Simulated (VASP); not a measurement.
```xyz
2
Lattice="0.0000 3.3362 3.3362 3.3362 0.0000 3.3362 3.3362 3.3362 0.0000" Properties=species:S:1:pos:R:3 pbc="T T T"
La     0.0000     0.0000     0.0000
Si     1.6681     1.6681     1.6681
```

These are PBEsol GGA, VASP's PBE PAW potentials (set 64) (plane waves; VASP) values and carry that method's errors. Numerical set-up: 400 eV cut-off, Gaussian smearing of 0.050 eV, potentials La Si.

Task: Give the energies of bands 5 to 10 at the high-symmetry points, in eV from the Fermi level.

Result: 
```csv
band,Γ,X,U,L,W
5,-6.65,-5.60,-5.62,-5.88,-5.59
6,-0.84,-1.78,-1.32,-0.89,-0.99
7,-0.84,0.58,0.04,-0.46,-0.59
8,-0.84,0.58,0.25,-0.46,0.57
9,1.76,1.17,1.10,2.28,1.07
10,2.58,2.35,2.36,2.38,2.33
```

It has no gap at this level: it comes out as a metal or semimetal.

The structure was generated: LaSi was put into the zinc blende type (F-43m), which need not be its known phase. It was relaxed first, which changed the volume by -25 %. The electron count is odd and the run is not spin-polarised, which forces a metal.
